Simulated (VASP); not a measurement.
# OBSiClH4 in VASP: reference runs

Aim: a first look at OBSiClH4 with PBE, on the cell as given.

Everything below comes from runs of VASP 6.6.1. Logs are shortened: lines on timing, memory, paths and dates and some standing lists are left out, and cuts for length are marked.

**1. The molecule as given**

The cell holds a molecule in a box, 8 atoms: a = 12.000 Å, b = 13.000 Å, c = 14.000 Å, α = 90.00°, β = 90.00°, γ = 90.00°.

**2. Single point, PBE**

Input file INCAR:

```
SYSTEM = SiBH4ClO
PREC = Accurate
ENCUT = 520
EDIFF = 1E-7
ISMEAR = 0
SIGMA = 0.01
LREAL = .FALSE.
LASPH = .TRUE.
NELM = 60
ALGO = Normal
ISIF = 2
LWAVE = .FALSE.
LCHARG = .FALSE.
GGA = PE
NBANDS = 22
```

Input file KPOINTS:

```
Automatic mesh
0
G
  1 1 1
  0 0 0
```

Input file POSCAR:

```
SiBH4ClO
1.0
   12.0000000000      0.0000000000      0.0000000000
    0.0000000000     13.0000000000      0.0000000000
    0.0000000000      0.0000000000     14.0000000000
O B Si Cl H
1 1 1 1 4
Direct
    0.4220500000      0.6155500000      0.4404464300
    0.4491583300      0.5158884600      0.4502964300
    0.4828583300      0.4534653800      0.5794750000
    0.4557416700      0.4364961500      0.3469892900
    0.4079583300      0.6360115400      0.3753321400
    0.4730583300      0.5300500000      0.6578678600
    0.5979916700      0.4109346200      0.5788107100
    0.4041750000      0.3672192300      0.5978035700
```

Potentials or basis: VASP PAW PBE potentials, release 64 (O, B, Si, Cl, H).

Run with:

```sh
$ cat potpaw_PBE.64/O/POTCAR potpaw_PBE.64/B/POTCAR potpaw_PBE.64/Si/POTCAR potpaw_PBE.64/Cl/POTCAR potpaw_PBE.64/H/POTCAR > POTCAR
$ mpirun -np 1 vasp_gam > vasp.out
```

OUTCAR:

```text
SYSTEM = SiBH4ClO
   PREC = Accurate
   ENCUT = 520
   EDIFF = 1E-7
   ISMEAR = 0
   LREAL = .FALSE.
   LASPH = .TRUE.
   NELM = 60
   ISIF = 2
   GGA = PE

 ion  position               nearest neighbor table
   1  0.422  0.616  0.440-   5 0.96   2 1.34
   2  0.449  0.516  0.450-   1 1.34   4 1.78   3 2.02
   3  0.483  0.453  0.579-   6 1.49   8 1.49   7 1.49   2 2.02
   4  0.456  0.436  0.347-   2 1.78
   5  0.408  0.636  0.375-   1 0.96
   6  0.473  0.530  0.658-   3 1.49
   7  0.598  0.411  0.579-   3 1.49
   8  0.404  0.367  0.598-   3 1.49

  LATTYP: Found a simple orthorhombic cell.
 ALAT       =    12.0000000000
 B/A-ratio  =     1.0833333333
 C/A-ratio  =     1.1666666667

  Lattice vectors:

 A1 = (  12.0000000000,   0.0000000000,   0.0000000000)
 A2 = (   0.0000000000,  13.0000000000,   0.0000000000)
 A3 = (   0.0000000000,   0.0000000000,  14.0000000000)

Analysis of symmetry for initial positions (statically):
=====================================================================
 Subroutine PRICEL returns:
 Original cell was already a primitive cell.

 Routine SETGRP: Setting up the symmetry group for a
 simple orthorhombic supercell.

 Subroutine GETGRP returns: Found  1 space group operations
 (whereof  1 operations were pure point group operations)
 out of a pool of  8 trial point group operations.

The static configuration has the point symmetry C_1 .

Analysis of symmetry for dynamics (positions and initial velocities):
=====================================================================
 Subroutine PRICEL returns:
 Original cell was already a primitive cell.

 Routine SETGRP: Setting up the symmetry group for a
 simple orthorhombic supercell.

 Subroutine GETGRP returns: Found  1 space group operations
 (whereof  1 operations were pure point group operations)
 out of a pool of  8 trial point group operations.

The dynamic configuration has the point symmetry C_1 .

 Subroutine INISYM returns: Found  1 space group operations
 (whereof  1 operations are pure point group operations),
 and found     1 'primitive' translations

----------------------------------------------------------------------------------------

                                     Primitive cell

  volume of cell :    2184.0000

  direct lattice vectors                    reciprocal lattice vectors
    12.000000000  0.000000000  0.000000000     0.083333333  0.000000000  0.000000000
     0.000000000 13.000000000  0.000000000     0.000000000  0.076923077  0.000000000
     0.000000000  0.000000000 14.000000000     0.000000000  0.000000000  0.071428571

  length of vectors
    12.000000000 13.000000000 14.000000000     0.083333333  0.076923077  0.071428571

  position of ions in fractional coordinates (direct lattice)
     0.422050000  0.615550000  0.440446430
     0.449158330  0.515888460  0.450296430
     0.482858330  0.453465380  0.579475000
     0.455741670  0.436496150  0.346989290
     0.407958330  0.636011540  0.375332140
     0.473058330  0.530050000  0.657867860
     0.597991670  0.410934620  0.578810710
     0.404175000  0.367219230  0.597803570

  ion indices of the primitive-cell ions
   primitive index   ion index
                 1           1
                 2           2
                 3           3
                 4           4
                 5           5
                 6           6
                 7           7
                 8           8

----------------------------------------------------------------------------------------

 KPOINTS: Automatic mesh

Automatic generation of k-mesh.
 Grid dimensions read from file:
 generate k-points for:    1    1    1

 Generating k-lattice:

  Cartesian coordinates                     Fractional coordinates (reciprocal lattice)
     0.083333333  0.000000000  0.000000000     1.000000000  0.000000000  0.000000000
     0.000000000  0.076923077  0.000000000     0.000000000  1.000000000  0.000000000
     0.000000000  0.000000000  0.071428571     0.000000000  0.000000000  1.000000000

  Length of vectors
     0.083333333  0.076923077  0.071428571

  Shift w.r.t. Gamma in fractional coordinates (k-lattice)
     0.000000000  0.000000000  0.000000000

 Subroutine IBZKPT returns following result:
 ===========================================

 Found      1 irreducible k-points:

 Following reciprocal coordinates:
            Coordinates               Weight
  0.000000  0.000000  0.000000      1.000000
   k-points           NKPTS =      1   k-points in BZ     NKDIM =      1   number of bands    NBANDS=     22
   number of dos      NEDOS =    301   number of ions     NIONS =      8
   total plane-waves  NPLWV = 952560
   dimension x,y,z NGX =    90 NGY =   98 NGZ =  108
   dimension x,y,z NGXF=   180 NGYF=  196 NGZF=  216
   ions per type =               1   1   1   1   4
   NGX,Y,Z   is equivalent  to a cutoff of  12.47, 12.53, 12.82 a.u.
   NGXF,Y,Z  is equivalent  to a cutoff of  24.94, 25.06, 25.65 a.u.
 SYSTEM =  SiBH4ClO
   PREC   = accura    normal or accurate (medium, high low for compatibility)
   ISTART =      0    job   : 0-new  1-cont  2-samecut
   ICHARG =      2    charge: 1-file 2-atom 10-const
   ISPIN  =      1    spin polarized calculation?
   LNONCOLLINEAR =      F non collinear calculations
   LSORBIT =      F    spin-orbit coupling
   LASPH  =      T    aspherical Exc in radial PAW
   ENCUT  =  520.0 eV  38.22 Ry    6.18 a.u.  22.31 24.17 26.03*2*pi/ulx,y,z
   NELM   =     60;   NELMIN=  2; NELMDL= -5     # of ELM steps
   EDIFF  = 0.1E-06   stopping-criterion for ELM
   LREAL  =      F    real-space projection
   EDIFFG = 0.1E-05   stopping-criterion for IOM
   NSW    =      0    number of steps for IOM
   IBRION =     -1    ionic relax: 0-MD 1-quasi-New 2-CG
   NFREE  =      0    steps in history (QN), initial steepest desc. (CG)
   ISIF   =      2    stress and relaxation
   ISYM   =      2    0-nonsym 1-usesym 2-fastsym
   POTIM  = 0.5000    time-step for ionic-motion
   TEBEG  =    0.0;   TEEND  =   0.0 temperature during run
   PSTRESS=    0.0 pullay stress
   NELECT =      24.0000    total number of electrons
   NUPDOWN=      -1.0000    fix difference up-down
   EMIN   =  10.00;   EMAX   =-10.00  energy-range for DOS
   EFERMI =   0.00;   METHOD = LEGACY
   ISMEAR =     0;   SIGMA  =   0.01  broadening in eV -4-tet -1-fermi 0-gaus
   EFERMI_NEDOS =   21; number of points for ismear=-14 and -15
   IALGO  =     38    algorithm
   IMIX   =      4    mixing-type and parameters
     AMIX     =   0.40;   BMIX     =  1.00
     AMIX_MAG =   1.60;   BMIX_MAG =  1.00
  volume/ion in A,a.u.               =     273.00      1842.29
  Fermi-wavevector in a.u.,A,eV,Ry     =   0.363966  0.687796  1.802383  0.132471
  Thomas-Fermi vector in A             =   1.286425
   LORBIT       =      0    0 simple, 1 ext, 2 COOP (PROOUT), +10 PAW based schemes
   GGA     = PE    functional components
   LHFCALC =     F    Hartree Fock is set to
   AEXX    =    0.0000 exact exchange contribution
   IVDW    =     0    specifies the selected vdW correction
   LEPSILON=     F    determine dielectric tensor
   LRPA    =     F    only Hartree local field effects (RPA)
 non-spin polarized calculation
 Gauss-broadening in eV      SIGMA  =   0.01
  energy-cutoff  :      520.00
  volume of cell :     2184.00
 maximum number of plane-waves:     29381
 NGX is ok and might be reduce to    90
   NGX = 45   NGY = 49   NGZ = 53

 number of electron      24.0000000 magnetization

 Free energy of the ion-electron system (eV)
  ---------------------------------------------------
  ext. energy  EPLUGINS =         0.00000000
  ---------------------------------------------------
  free energy    TOTEN  =       -36.64884331 eV

  energy without entropy =      -36.64884331  energy(sigma->0) =      -36.64884331

 E-fermi :  -6.8622     XC(G=0):  -0.7507

 val. band max:       -6.9218617105   @ k =   0.0000   0.0000   0.0000
 cond. band min:      -1.8288725993   @ k =   0.0000   0.0000   0.0000
 fundamental gap:      5.0929891112
 Fermi energy:        -6.8621749945

 k-point     1 :       0.0000    0.0000    0.0000
  band No.  band energies     occupation
      1     -26.3680      2.00000
      2     -20.7485      2.00000
      3     -14.6047      2.00000
      4     -12.9396      2.00000
      5     -11.4441      2.00000
      6      -9.7925      2.00000
      7      -9.6706      2.00000
      8      -8.1845      2.00000
      9      -8.1642      2.00000
     10      -7.8781      2.00000
     11      -7.7882      2.00000
     12      -6.9219      2.00000
     13      -1.8289      0.00000
     14      -0.6709      0.00000
     15      -0.0256      0.00000
     16       0.1451      0.00000
     17       0.3464      0.00000
     18       0.6220      0.00000
     19       0.6845      0.00000
     20       0.6981      0.00000
     21       0.7729      0.00000
     22       0.9320      0.00000

------------------------ aborting loop because EDIFF is reached ----------------------------------------

  FORCE on cell =-STRESS in cart. coord.  units (eV):
  Direction    XX          YY          ZZ          XY          YZ          ZX
  --------------------------------------------------------------------------------------
  -------------------------------------------------------------------------------------
  Total        0.1896280      0.9996798      0.8685468     -0.2206790     -0.0922929      0.1081734
  in kB        0.1391106      0.7333628      0.6371639     -0.1618896     -0.0677059      0.0793557
  external PRESSURE =       0.5032124 kB  Pullay stress =       0.0000000 kB

 VOLUME and BASIS-vectors are now :
 -----------------------------------------------------------------------------
  energy-cutoff  :      520.00
  volume of cell :     2184.00
      direct lattice vectors                 reciprocal lattice vectors
    12.000000000  0.000000000  0.000000000     0.083333333  0.000000000  0.000000000
     0.000000000 13.000000000  0.000000000     0.000000000  0.076923077  0.000000000
     0.000000000  0.000000000 14.000000000     0.000000000  0.000000000  0.071428571

 POSITION                                       TOTAL-FORCE (eV/Angst)
 -----------------------------------------------------------------------------------
      5.06460      8.00215      6.16625        -0.023049      0.332088      0.490957
      5.38990      6.70655      6.30415         0.110756     -0.407842      0.109178
      5.79430      5.89505      8.11265        -0.021534      0.055799     -0.062219
      5.46890      5.67445      4.85785         0.011510     -0.111619     -0.131209
      4.89550      8.26815      5.25465        -0.113837      0.210218     -0.550801
      5.67670      6.89065      9.21015        -0.005336      0.071250      0.103000
      7.17590      5.34215      8.10335         0.109463     -0.053304      0.010403
      4.85010      4.77385      8.36925        -0.067974     -0.096590      0.030692
 -----------------------------------------------------------------------------------
    total drift:                               -0.000124     -0.000410     -0.000516

  FREE ENERGIE OF THE ION-ELECTRON SYSTEM (eV)
  ---------------------------------------------------
  free  energy   TOTEN  =       -36.6488433106 eV

  energy  without entropy=      -36.6488433106  energy(sigma->0) =      -36.64884331
```

Run time: 3.8 min. Hardware: 1 thread of Intel Xeon Platinum 8488C (Sapphire Rapids), shared host; peak memory 1.7 GiB.

What came out:

```
Free energy                     : -36.6488 eV
Largest force                   : 0.600 eV/Å
Gap between the frontier levels : 5.09 eV
```

Forces in eV/Å, atoms in the order of the input:
```
O   -0.023  0.332  0.491
B    0.111 -0.408  0.109
Si  -0.022  0.056 -0.062
Cl   0.012 -0.112 -0.131
H   -0.114  0.210 -0.551
H   -0.005  0.071  0.103
H    0.109 -0.053  0.010
H   -0.068 -0.097  0.031
```

Levels at points of the mesh, in eV from the valence-band top:
```csv
k point,band 10,band 11,band 12,band 13,band 14,band 15
"(0.00, 0.00, 0.00)",-0.96,-0.87,0.00,5.09,6.25,6.90
```
